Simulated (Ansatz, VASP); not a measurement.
# SnAs: VASP beside Ansatz, part 2 of 2

One calculation is typed for both programs; each brings its own data sets. How far apart do they land? The cell is taken from a series of runs on this material, whose earlier steps may have relaxed, scaled, displaced or heated it; both programs get it as it stands.

VASP 6.6.1 and Ansatz 0.2.0.

So far: Starting point; Ansatz: relaxation of cell and atoms, PBEsol; VASP: relaxation of cell and atoms, PBEsol; Comparison.

**5. Ansatz: elastic constants, PBEsol**

Level of this step: Ansatz beside VASP: Kohn-Sham DFT, plane waves, PBEsol (Ansatz).

Elastic constants are differences of stresses under small strains, so they test the stress and the mesh.

The cell is taken from a series of runs on this material, whose earlier steps may have relaxed, scaled, displaced or heated it; both programs get it as it stands.

File input.yaml:

```yaml
crystal:
  lattice:
    - [0.0, 2.858020043, 2.858020043]
    - [2.858020043, 0.0, 2.858020043]
    - [2.858020043, 2.858020043, 0.0]
  atoms:
    - { symbol: Sn, position: [0.0, 0.0, 0.0] }
    - { symbol: As, position: [0.5, 0.5, 0.5] }
kpoints:
  mp_grid: { grid: [16, 16, 16] }
hamiltonian:
  xc: pbesol
scf:
  occupations: { method: fermi_dirac, width: 0.15 }
output:
  forces: true
  stress: true
  eigenvalues: true
elastic:
  mode: relaxed_ion
  amplitude: 0.01
basis:
  ecutwfc: 320
```

Command:

```console
ansatz run input.yaml --threads 8 --pin off --max-ram 14336MiB --backend cpu --events-out ev --progress --plain --runs-dir out
```

Numbers of over 12 decimals in the logs are rounded to 6 here.

The program printed:

```text
Warning: basis.ecutwfc = 320 eV is below the records' recommended 420 eV, and the density's cutoff is lower with it unless basis.ecutrho_ratio is high enough to keep the records' density cutoff: compare with a run at a higher cutoff
band count auto-derived: 20 (N_el = 29.0; filled up to band 15; 19 by the electrons, moments and atoms)
[...]
Crystal: 2 atoms, lattice volume = 46.690 Å³
[...]
-1.000e-2      -0.2574      -10762.9693710       6  238074    620   relax 0 steps, max|allowed force component| 1.18e-29 eV/Å
     1.000e-2       0.2574      -10762.9693710       6  232971    620   relax 0 steps, max|allowed force component| 6.31e-30 eV/Å
     2.000e-2       0.5140      -10762.9682500       9  243949    620   relax 0 steps, max|allowed force component| 1.89e-29 eV/Å
[key lines of the parts left out:]
SCF converged after 11 iterations
Free energy (F): -10762.969593 eV
Fermi energy:    10.973012 eV
P = ⅓ Tr σ = 0.0777 GPa (0.777 kbar)
```

**6. VASP: elastic constants, PBEsol**

The same cell, functional, mesh and smearing now go to VASP, with its own data sets.

File INCAR:

```
SYSTEM = SnAs
PREC = Accurate
ENCUT = 500
EDIFF = 1E-08
NELM = 120
ISMEAR = -1
SIGMA = 0.15
LREAL = .FALSE.
ALGO = Normal
GGA = PS
NBANDS = 15
LORBIT = 11
LWAVE = .FALSE.
LCHARG = .FALSE.
ISIF = 3
IBRION = 6
NFREE = 2
POTIM = 0.015
NSW = 1
LASPH = .TRUE.
GGA_COMPAT = .FALSE.
KPAR = 2
```

File POSCAR:

```
SnAs
1.0
    0.0000000000      2.8580200430      2.8580200430
    2.8580200430      0.0000000000      2.8580200430
    2.8580200430      2.8580200430      0.0000000000
Sn As
1 1
Direct
    0.0000000000      0.0000000000      0.0000000000
    0.5000000000      0.5000000000      0.5000000000
```

File KPOINTS:

```
Automatic mesh
0
Gamma
16 16 16
0 0 0
```

PAW data sets: Sn_d and As (PBE family, release 64).

Command:

```console
mpirun -np 2 vasp_std
```

The program printed:

```text
[banner, memory and clock lines left out]
running    2 mpi-ranks, on    1 nodes
[...]
[... a notice as in an earlier step ...]

 LDA part: xc-table for (Slater+PW92), standard interpolation
 POSCAR, INCAR and KPOINTS ok, starting setup
[...]
entering main loop
       N       E                     dE             d eps       ncg     rms          rms(c)
DAV:   1     0.113768196105E+03    0.11377E+03   -0.90449E+03  4421   0.152E+03
DAV:   2    -0.610772682969E+00   -0.11438E+03   -0.11143E+03  4665   0.367E+02
DAV:   3    -0.947923963518E+01   -0.88685E+01   -0.87987E+01  5659   0.879E+01
DAV:   4    -0.967130334007E+01   -0.19206E+00   -0.19202E+00  4912   0.140E+01
[...]
DAV:  12    -0.956686449579E+01    0.32843E-06   -0.89747E-07  5505   0.847E-03    0.316E-03
DAV:  13    -0.956686448516E+01    0.10629E-07   -0.15897E-08  4436   0.104E-03    0.205E-03
DAV:  14    -0.956686447641E+01    0.87516E-08   -0.66480E-08  5596   0.307E-03
   1 F= -.95668645E+01 E0= -.95401834E+01  d E =-.533621E-01
[... from here on, the cycles between the ionic steps are left out ...]
   2 F= -.95623355E+01 E0= -.95350035E+01  d E =-.546641E-01
   3 F= -.95607603E+01 E0= -.95346713E+01  d E =-.521781E-01
   9 F= -.95660206E+01 E0= -.95392946E+01  d E =-.534521E-01
  10 F= -.95660205E+01 E0= -.95392944E+01  d E =-.534521E-01
  11 F= -.95660206E+01 E0= -.95392946E+01  d E =-.534521E-01
  12 F= -.95660205E+01 E0= -.95392945E+01  d E =-.534521E-01
  13 F= -.95660206E+01 E0= -.95392946E+01  d E =-.534521E-01
  14 F= -.95666941E+01 E0= -.95400100E+01  d E =-.533681E-01
  15 F= -.95666941E+01 E0= -.95400100E+01  d E =-.533681E-01
  16 F= -.95666886E+01 E0= -.95400045E+01  d E =-.533681E-01
  17 F= -.95666886E+01 E0= -.95400045E+01  d E =-.533681E-01
 Finite differences progress:
  Degree of freedom:   8/  8
  Displacement:        2/  2
  Total:              16/ 16
```

From OUTCAR (step 6):

```text
  Total        0.0390278      0.0304534      0.0304534      0.0000000      0.0000000      0.0000000
  in kB        1.3392400      1.0450094      1.0450094      0.0000000      0.0000000      0.0000000
  external PRESSURE =       1.1430862 kB  Pullay stress =       0.0000000 kB

 POSITION                                       TOTAL-FORCE (eV/Angst)
 -----------------------------------------------------------------------------------
      0.00000      0.00000      0.00000        -0.023515      0.000000      0.000000
      2.84302      2.85802      2.85802         0.023515      0.000000      0.000000
 -----------------------------------------------------------------------------------
    total drift:                               -0.000004      0.000000      0.000000

  FREE ENERGIE OF THE ION-ELECTRON SYSTEM (eV)
  ---------------------------------------------------
  free  energy   TOTEN  =        -9.5666885947 eV

  energy  without entropy=       -9.5133204718  energy(sigma->0) =       -9.54000453

[... 1 part as in an earlier step ...]

[... 2 further parts left out ...]
[key lines of the parts left out:]
E-fermi :   6.9283
```

The last energy, forces, stress and levels in OUTCAR belong to the last displaced cell, not to the cell of POSCAR.

Levels, forces or a CONTCAR printed for this step are those of its last displaced cell, not of the structure at rest.

**7. Differences**

What differs besides the data sets and the points named for the pairs above, as far as they apply: the data sets hold 29 valence electrons in Ansatz (on its default PAW (the set named soft_2) files) and 19 in VASP; the cutoff is 320 eV in Ansatz and 500 eV in VASP; VASP takes each elastic constant from one size of strain, Ansatz from those that its log lists; Ansatz's log warns that its cutoff lies below the recommended one. Total energies have different zeros and are not compared.

Both answers:

| quantity | Ansatz | VASP | difference |
| --- | --- | --- | --- |
| C11 (GPa) | 161.3 | 162.3 | -0.62 % |
| C22 (GPa) | 161.3 | 162.3 | -0.62 % |
| C33 (GPa) | 161.3 | 162.3 | -0.62 % |
| C12 (GPa) | 27.4 | 28.1 | -2.58 % |
| C13 (GPa) | 27.4 | 28.1 | -2.58 % |
| C23 (GPa) | 27.4 | 28.1 | -2.58 % |
| C44 (GPa) | 25.8 | 25.9 | -0.62 % |
| C55 (GPa) | 25.8 | 25.9 | -0.62 % |
| C66 (GPa) | 25.8 | 25.9 | -0.62 % |

**8. Results**

```yaml
difference_in_volume_relaxation_of_cell_and_atoms_pbesol: -0.15 %
difference_in_c12_elastic_constants_pbesol: -2.6 %
```

The difference in C12 is -2.6 % (elastic constants, PBEsol), within the 5 % picked in this series as the mark of a large difference. The data sets hold unlike numbers of valence electrons (29 in Ansatz and 19 in VASP), so part of the differences comes from the potentials. Such differences can come from data sets, numerical settings and the points named under the comparisons, not from the functional's error against experiment.

[Lines on the potential files, build, host, timing and source positions are cut from VASP's logs without a mark.]

[Logs are printed without paths, hosts, clocks, repeated set-up lines and the standing remarks that a program may print on its own settings, such as how far it seeks lower states.]

[Hosts, paths, dates, database ids (printed as entryN), source tags and the programs' standing remarks are cut or masked in the printed files.]
